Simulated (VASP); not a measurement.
Calculation: r2SCAN meta-GGA, VASP's PBE PAW potentials (set 64) (plane waves; VASP).

Input for VASP

**INCAR**
```
SYSTEM=HfO2
PREC=Accurate; ENCUT=600; LREAL=.FALSE.
LASPH=.TRUE.
EDIFF=1E-7; NELM=100; ALGO=Normal
LMAXMIX=6; LMIXTAU=.TRUE.
ISMEAR=0; SIGMA=0.05
METAGGA=R2SCAN
ISIF=2
LWAVE=.FALSE.; LCHARG=.FALSE.
```

**POSCAR**
```
HfO2
1
    0.0000000000     2.5171020438     2.5171020438
    2.5171020438     0.0000000000     2.5171020438
    2.5171020438     2.5171020438     0.0000000000
Hf O
1 2
Direct
 -0.0099320566   0.0099320566  -0.0099320566
  0.2500000000   0.2500000000   0.2500000000
  0.7500000000   0.7500000000   0.7500000000
```

KPOINTS:
```
Automatic mesh
0
Gamma
8 8 8
0 0 0
```

POTCAR, in this order: Hf_pv O (PBE.64 set). Program: vasp_std.

The resulting files:

File OUTCAR:
```
 ion  position               nearest neighbor table
   1  0.990  0.010  0.990-   3 2.15   3 2.15   2 2.15   2 2.15   3 2.21   3 2.21   2 2.21   2 2.21
  LATTYP: Found a face centered cubic cell.
 ALAT       =     5.0342040876
 Subroutine PRICEL returns:
 Original cell was already a primitive cell.
 Subroutine GETGRP returns: Found  8 space group operations
The static configuration has the point symmetry C_4v.
The dynamic configuration has the point symmetry C_4v.
 Subroutine INISYM returns: Found  8 space group operations
 Subroutine IBZKPT returns following result:
 Found     59 irreducible k-points:

 Following reciprocal coordinates:
            Coordinates               Weight
  0.000000  0.000000  0.000000      1.000000
  0.125000  0.000000  0.000000      8.000000
  0.250000  0.000000  0.000000      8.000000
  0.375000  0.000000  0.000000      8.000000
  0.500000  0.000000  0.000000      4.000000
  0.125000  0.125000  0.000000      4.000000
  0.125000  0.000000  0.125000      2.000000
  0.250000  0.125000  0.000000     16.000000
  0.125000  0.000000  0.250000      8.000000
  0.375000  0.125000  0.000000     16.000000
  0.125000  0.000000  0.375000      8.000000
  0.500000  0.125000  0.000000     16.000000
  0.125000  0.000000  0.500000      8.000000
 -0.375000  0.125000  0.000000     16.000000
  0.125000  0.000000 -0.375000      8.000000
 -0.250000  0.125000  0.000000     16.000000
  0.125000  0.000000 -0.250000      8.000000
 -0.125000  0.125000  0.000000      8.000000
  0.125000  0.000000 -0.125000      4.000000
  0.250000  0.250000  0.000000      4.000000
  0.250000  0.000000  0.250000      2.000000
  0.375000  0.250000  0.000000     16.000000
  0.250000  0.000000  0.375000      8.000000
  0.500000  0.250000  0.000000     16.000000
  0.250000  0.000000  0.500000      8.000000
...
```

### OSZICAR
```
       N       E                     dE             d eps       ncg     rms          rms(c)
DAV:   1     0.715756674405E+02    0.71576E+02   -0.14468E+04  1770   0.167E+03
DAV:   2    -0.764558269438E+02   -0.14803E+03   -0.14433E+03  2246   0.353E+02
DAV:   3    -0.805810485960E+02   -0.41252E+01   -0.41217E+01  2295   0.581E+01
DAV:   4    -0.806039395205E+02   -0.22891E-01   -0.22888E-01  2281   0.469E+00
DAV:   5    -0.806041428595E+02   -0.20334E-03   -0.20333E-03  2218   0.394E-01    0.544E+01
DAV:   6    -0.681217460112E+02    0.12482E+02   -0.16395E+01  2099   0.324E+01    0.417E+01
DAV:   7    -0.696395099621E+02   -0.15178E+01   -0.26280E+00  2113   0.143E+01    0.247E+01
DAV:   8    -0.665707387941E+02    0.30688E+01   -0.18180E+00  1770   0.163E+01    0.338E+00
DAV:   9    -0.683647406067E+02   -0.17940E+01   -0.82007E-01  1770   0.110E+01    0.574E+00
DAV:  10    -0.686512229374E+02   -0.28648E+00   -0.82081E-01  2162   0.807E+00    0.268E+00
DAV:  11    -0.685487873612E+02    0.10244E+00   -0.43842E-02  2050   0.199E+00    0.121E+00
DAV:  12    -0.685443837589E+02    0.44036E-02   -0.10153E-02  2211   0.999E-01    0.751E-01
DAV:  13    -0.685527169775E+02   -0.83332E-02   -0.65295E-03  1994   0.711E-01    0.374E-01
DAV:  14    -0.685519742644E+02    0.74271E-03   -0.94578E-04  2225   0.270E-01    0.309E-01
DAV:  15    -0.685527296448E+02   -0.75538E-03   -0.13115E-03  2190   0.289E-01    0.492E-02
DAV:  16    -0.685527258891E+02    0.37557E-05   -0.47830E-05  2246   0.581E-02    0.123E-02
DAV:  17    -0.685527318004E+02   -0.59113E-05   -0.51932E-06  2008   0.246E-02    0.608E-03
DAV:  18    -0.685527330797E+02   -0.12793E-05   -0.71628E-07  1987   0.120E-02    0.402E-03
DAV:  19    -0.685527328521E+02    0.22759E-06   -0.30102E-07  2155   0.528E-03    0.494E-04
DAV:  20    -0.685527330035E+02   -0.15132E-06   -0.29325E-08  1207   0.237E-03    0.770E-04
DAV:  21    -0.685527330283E+02   -0.24875E-07   -0.18414E-08  1116   0.140E-03
   1 F= -.68552733E+02 E0= -.68552733E+02  d E =-.118077E-22
```

OUTCAR:
```
------------------------ aborting loop because EDIFF is reached ----------------------------------------
  FORCE on cell =-STRESS in cart. coord.  units (eV):
  Direction    XX          YY          ZZ          XY          YZ          ZX
  --------------------------------------------------------------------------------------
  Total       -0.0186307     -0.0187970     -0.0186307      0.0000000      0.0000000      0.0000000
  in kB       -0.9358544     -0.9442079     -0.9358544      0.0000000      0.0000000      0.0000000
  external PRESSURE =      -0.9386389 kB  Pullay stress =       0.0000000 kB
  volume of cell :       31.90
      direct lattice vectors                 reciprocal lattice vectors
     0.000000000  2.517102044  2.517102044    -0.198641132  0.198641132  0.198641132
     2.517102044  0.000000000  2.517102044     0.198641132 -0.198641132  0.198641132
     2.517102044  2.517102044  0.000000000     0.198641132  0.198641132 -0.198641132
 POSITION                                       TOTAL-FORCE (eV/Angst)
 -----------------------------------------------------------------------------------
      2.51710      4.98420      2.51710         0.000000      0.302895      0.000000
      1.25855      1.25855      1.25855         0.000000     -0.151448      0.000000
      3.77565      3.77565      3.77565         0.000000     -0.151448      0.000000
 -----------------------------------------------------------------------------------
    total drift:                                0.000003      0.005680      0.000003
  FREE ENERGIE OF THE ION-ELECTRON SYSTEM (eV)
  ---------------------------------------------------
  free  energy   TOTEN  =       -68.5527330283 eV

  energy  without entropy=      -68.5527330283  energy(sigma->0) =      -68.55273303
```
(Selected blocks of OUTCAR.)

**OUTCAR**
```
 val. band max:        4.0980166180   @ k =   0.5000   0.5000   0.0000

 cond. band min:       8.4563588615   @ k =   0.5000   0.5000   0.0000


 Fermi energy:         4.4284780214

 k-point     1 :       0.0000    0.0000    0.0000
  band No.  band energies     occupation
      1     -26.4611      2.00000
      2     -26.4587      2.00000
      3     -26.4587      2.00000
      4     -15.7730      2.00000
      5     -12.6769      2.00000
      6      -1.4835      2.00000
      7      -1.4835      2.00000
      8      -1.4792      2.00000
      9       3.4053      2.00000
     10       3.4374      2.00000
     11       3.4374      2.00000
     12       8.5527      0.00000
     13       8.6108      0.00000
     14      10.7258      0.00000
     15      15.3378      0.00000

 k-point     2 :       0.1250    0.0000    0.0000
  band No.  band energies     occupation
      1     -26.5368      2.00000
      2     -26.4681      2.00000
      3     -26.4667      2.00000
      4     -15.5533      2.00000
      5     -12.8503      2.00000
      6      -1.3452      2.00000
      7      -1.3266      2.00000
      8      -1.0287      2.00000
      9       2.9634      2.00000
     10       3.1549      2.00000
     11       3.1557      2.00000
     12       8.8422      0.00000
     13       8.8867      0.00000
     14      11.3217      0.00000
     15      14.5831      0.00000

 k-point     3 :       0.2500    0.0000    0.0000
  band No.  band energies     occupation
      1     -26.7148      2.00000
      2     -26.4876      2.00000
      3     -26.4858      2.00000
      4     -15.0401      2.00000
      5     -13.1968      2.00000
      6      -0.9533      2.00000
      7      -0.9376      2.00000
      8      -0.0279      2.00000
      9       2.0710      2.00000
     10       2.6228      2.00000
     11       2.6238      2.00000
     12       9.2820      0.00000
     13       9.3022      0.00000
     14      11.8095      0.00000
     15      14.1579      0.00000
...
```

Unless said otherwise, spin-orbit coupling is left out, though it shifts the bands of the heavy elements here.

The compound is HfO2 in the fluorite structure, the high-temperature cubic form, which is unstable at 0 K; the monoclinic form is the stable one. This cell was strained or had an atom moved on purpose.
